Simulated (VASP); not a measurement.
These are PBE GGA with D3 dispersion (zero damping), VASP's PBE PAW potentials (set 64) (plane waves; VASP 6.6.1) values and carry that method's errors.

Input for VASP

KPOINTS:
```
Automatic mesh
0
Gamma
  15 15 15
0 0 0
```

### POSCAR
```
Rh
1.0
  0.0000000000   1.9000000000   1.9000000000
  1.9000000000   0.0000000000   1.9000000000
  1.9000000000   1.9000000000   0.0000000000
Rh
1
Cart
  0.0000000000   0.0000000000   0.0000000000
```

### INCAR
```
SYSTEM = Rh
PREC = Accurate
ENCUT = 520
EDIFF = 1E-6
NELM = 100
ALGO = Normal
LREAL = .FALSE.
LASPH = .TRUE.
ISMEAR = 1
SIGMA = 0.1
GGA = PE
IVDW = 11
LMAXMIX = 4
LWAVE = .FALSE.
LCHARG = .FALSE.
IBRION = 2
ISIF = 3
NSW = 60
EDIFFG = -0.01
```

POTCAR, in this order: Rh_pv (PBE.64 set). Program: vasp_std.

What VASP printed:

File OUTCAR:
```
 ion  position               nearest neighbor table
   1  0.000  0.000  0.000-
  LATTYP: Found a face centered cubic cell.
 ALAT       =     3.8000000000
 Subroutine PRICEL returns:
 Original cell was already a primitive cell.
 Subroutine GETGRP returns: Found 48 space group operations
The static configuration has the point symmetry O_h .
The dynamic configuration has the point symmetry O_h .
 Subroutine INISYM returns: Found 48 space group operations
 Subroutine IBZKPT returns following result:
 Found    120 irreducible k-points:

 Following reciprocal coordinates:
            Coordinates               Weight
  0.000000  0.000000  0.000000      1.000000
  0.066667  0.000000  0.000000      8.000000
  0.133333  0.000000  0.000000      8.000000
  0.200000  0.000000  0.000000      8.000000
  0.266667  0.000000  0.000000      8.000000
  0.333333  0.000000  0.000000      8.000000
  0.400000  0.000000  0.000000      8.000000
  0.466667  0.000000  0.000000      8.000000
  0.066667  0.066667  0.000000      6.000000
  0.133333  0.066667  0.000000     24.000000
  0.200000  0.066667  0.000000     24.000000
  0.266667  0.066667  0.000000     24.000000
  0.333333  0.066667  0.000000     24.000000
  0.400000  0.066667  0.000000     24.000000
  0.466667  0.066667  0.000000     24.000000
 -0.466667  0.066667  0.000000     24.000000
 -0.400000  0.066667  0.000000     24.000000
 -0.333333  0.066667  0.000000     24.000000
 -0.266667  0.066667  0.000000     24.000000
 -0.200000  0.066667  0.000000     24.000000
 -0.133333  0.066667  0.000000     24.000000
 -0.066667  0.066667  0.000000     12.000000
  0.133333  0.133333  0.000000      6.000000
  0.200000  0.133333  0.000000     24.000000
  0.266667  0.133333  0.000000     24.000000
...
```

**OSZICAR**
```
       N       E                     dE             d eps       ncg     rms          rms(c)
DAV:   1     0.115035005813E+03    0.11504E+03   -0.94374E+03  2659   0.147E+03
DAV:   2    -0.628698276060E+01   -0.12132E+03   -0.11610E+03  2691   0.387E+02
DAV:   3    -0.774575611008E+01   -0.14588E+01   -0.14546E+01  3042   0.487E+01
DAV:   4    -0.775482363785E+01   -0.90675E-02   -0.90666E-02  2877   0.397E+00
DAV:   5    -0.775497239069E+01   -0.14875E-03   -0.14875E-03  3017   0.469E-01    0.102E+01
DAV:   6    -0.727313630862E+01    0.48184E+00   -0.11069E+00  2760   0.158E+01    0.359E+00
DAV:   7    -0.725553587420E+01    0.17600E-01   -0.23690E-02  2970   0.200E+00    0.170E+00
DAV:   8    -0.725186928428E+01    0.36666E-02   -0.33019E-03  2748   0.917E-01    0.184E-01
DAV:   9    -0.725176049370E+01    0.10879E-03   -0.76912E-05  3096   0.144E-01    0.179E-02
DAV:  10    -0.725176480798E+01   -0.43143E-05   -0.34404E-06  2838   0.276E-02    0.232E-03
DAV:  11    -0.725176485368E+01   -0.45696E-07   -0.22841E-07  1584   0.700E-03
   1 F= -.78314864E+01 E0= -.78314703E+01  d E =-.783149E+01
       N       E                     dE             d eps       ncg     rms          rms(c)
DAV:   1    -0.739156009272E+01   -0.13980E+00   -0.23676E+00  2766   0.255E+01    0.304E+00
DAV:   2    -0.723359970848E+01    0.15796E+00   -0.37437E-01  2733   0.943E+00    0.469E-01
DAV:   3    -0.723213240825E+01    0.14673E-02   -0.55436E-03  2871   0.103E+00    0.283E-01
DAV:   4    -0.723260974817E+01   -0.47734E-03   -0.11080E-03  2844   0.477E-01    0.191E-02
DAV:   5    -0.723261387812E+01   -0.41299E-05   -0.16273E-05  3021   0.557E-02    0.131E-02
DAV:   6    -0.723260283350E+01    0.11045E-04   -0.19429E-06  2317   0.222E-02    0.124E-03
DAV:   7    -0.723260313297E+01   -0.29948E-06   -0.42097E-08  1419   0.319E-03
   2 F= -.78287145E+01 E0= -.78287021E+01  d E =0.277188E-02
       N       E                     dE             d eps       ncg     rms          rms(c)
DAV:   1    -0.732879910913E+01   -0.96196E-01   -0.12208E+00  2763   0.186E+01    0.199E+00
DAV:   2    -0.724807014017E+01    0.80729E-01   -0.19517E-01  2724   0.673E+00    0.407E-01
DAV:   3    -0.724744221716E+01    0.62792E-03   -0.26125E-03  2856   0.698E-01    0.225E-01
DAV:   4    -0.724762149510E+01   -0.17928E-03   -0.55296E-04  2832   0.337E-01    0.156E-02
DAV:   5    -0.724762712089E+01   -0.56258E-05   -0.10293E-05  3015   0.453E-02    0.105E-02
DAV:   6    -0.724762820256E+01   -0.10817E-05   -0.84335E-07  2055   0.144E-02    0.122E-03
DAV:   7    -0.724762798453E+01    0.21802E-06   -0.19404E-08  1401   0.201E-03
   3 F= -.78320065E+01 E0= -.78319916E+01  d E =-.520095E-03
```

OUTCAR:
```
------------------------ aborting loop because EDIFF is reached ----------------------------------------
 Edisp (eV)   -0.58438
  FORCE on cell =-STRESS in cart. coord.  units (eV):
  Direction    XX          YY          ZZ          XY          YZ          ZX
  --------------------------------------------------------------------------------------
  Total       0.00036     0.00036     0.00036     0.00000     0.00000     0.00000
  in kB       0.04277     0.04277     0.04277     0.00000     0.00000     0.00000
  external pressure =        0.04 kB  Pullay stress =        0.00 kB
  volume of cell :       13.63
      direct lattice vectors                 reciprocal lattice vectors
    -0.000000000  1.895823017  1.895823017    -0.263737699  0.263737699  0.263737699
     1.895823017  0.000000000  1.895823017     0.263737699 -0.263737699  0.263737699
     1.895823017  1.895823017  0.000000000     0.263737699  0.263737699 -0.263737699
 POSITION                                       TOTAL-FORCE (eV/Angst)
 -----------------------------------------------------------------------------------
     -0.00000      0.00000      0.00000         0.000000      0.000000     -0.000000
 -----------------------------------------------------------------------------------
    total drift:                                0.000000     -0.000000      0.000000
  FREE ENERGIE OF THE ION-ELECTRON SYSTEM (eV)
  ---------------------------------------------------
  free  energy   TOTEN  =        -7.8320064943 eV

  energy  without entropy=       -7.8319617801  energy(sigma->0) =       -7.83199159

 reached required accuracy - stopping structural energy minimisation
```
(Selected blocks of OUTCAR.)

CONTCAR:
```
Rh
   1.00000000000000
    -0.0000000000000000    1.8958230170461794    1.8958230170461794
     1.8958230170461794    0.0000000000000000    1.8958230170461794
     1.8958230170461794    1.8958230170461794    0.0000000000000000
  Rh
     1
Direct
     0.0000000000000000    0.0000000000000000    0.0000000000000000
```

File OUTCAR:
```
 val. band max:       12.0861673975   @ k =  -0.4667   0.4000   0.0000

 cond. band min:      12.1042153168   @ k =  -0.4667   0.2667   0.1333


 Fermi energy:        12.0865343332

 k-point     1 :       0.0000    0.0000    0.0000
  band No.  band energies     occupation
      1     -34.3395      2.00000
      2     -34.3395      2.00000
      3     -34.3395      2.00000
      4       4.0426      2.00000
      5       8.9398      2.00000
      6       8.9398      2.00000
      7       8.9398      2.00000
      8      11.0548      2.00000
      9      11.0548      2.00000
     10      28.0559      0.00000
     11      32.5494      0.00000

 k-point     2 :       0.0667    0.0000    0.0000
  band No.  band energies     occupation
      1     -34.3733      2.00000
      2     -34.3440      2.00000
      3     -34.3440      2.00000
      4       4.2229      2.00000
      5       8.8600      2.00000
      6       9.0101      2.00000
      7       9.0101      2.00000
      8      11.0156      2.00000
      9      11.0156      2.00000
     10      28.3183      0.00000
     11      32.5365      0.00000

 k-point     3 :       0.1333    0.0000    0.0000
  band No.  band energies     occupation
      1     -34.4681      2.00000
      2     -34.3569      2.00000
      3     -34.3569      2.00000
      4       4.7275      2.00000
      5       8.6803      2.00000
      6       9.1801      2.00000
      7       9.1801      2.00000
      8      10.9479      2.00000
      9      10.9479      2.00000
     10      28.9771      0.00000
     11      30.7649      0.00000

 k-point     4 :       0.2000    0.0000    0.0000
  band No.  band energies     occupation
      1     -34.6063      2.00000
      2     -34.3757      2.00000
      3     -34.3757      2.00000
      4       5.4101      2.00000
      5       8.5961      2.00000
      6       9.3153      2.00000
      7       9.3153      2.00000
      8      11.0037      2.00000
      9      11.0037      2.00000
...
```

The compound is Rh in the fcc structure. This run relaxes it. Symmetry was kept, so distortions that lower it aren't found.
